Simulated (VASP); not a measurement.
Data:

```yaml
crystal:
  lattice:
    - [1.13823, -1.97147, 0.00000]
    - [1.13823, 1.97147, 0.00000]
    - [0.00000, 0.00000, 3.56426]
  atoms:
    - { symbol: Be, position: [0.33333, 0.66667, 0.25000] }
    - { symbol: Be, position: [0.66667, 0.33333, 0.75000] }
```

Level of theory: optB86b-vdW, VASP's PBE PAW potentials (set 64) (plane waves; VASP 6.6.1). Run with 520 eV cut-off, Gaussian smearing of 0.050 eV, potentials Be.

### Question
Give the energies of bands 1 to 4 at the high-symmetry points, in eV from the Fermi level.

### Answer

| band | Γ | M | K | A | L | H |
|---|---|---|---|---|---|---|
| 1 | -11.22 | -4.92 | -2.40 | -9.06 | -3.55 | -1.12 |
| 2 | -4.30 | -3.11 | -1.01 | -9.06 | -3.55 | -1.12 |
| 3 | 1.23 | 3.64 | -1.01 | 10.83 | 1.58 | 0.44 |
| 4 | 15.76 | 6.53 | 6.68 | 10.83 | 1.58 | 0.44 |

It has no gap at this level: it comes out as a metal or semimetal.

The compound is Be in the hcp structure. It was relaxed first.
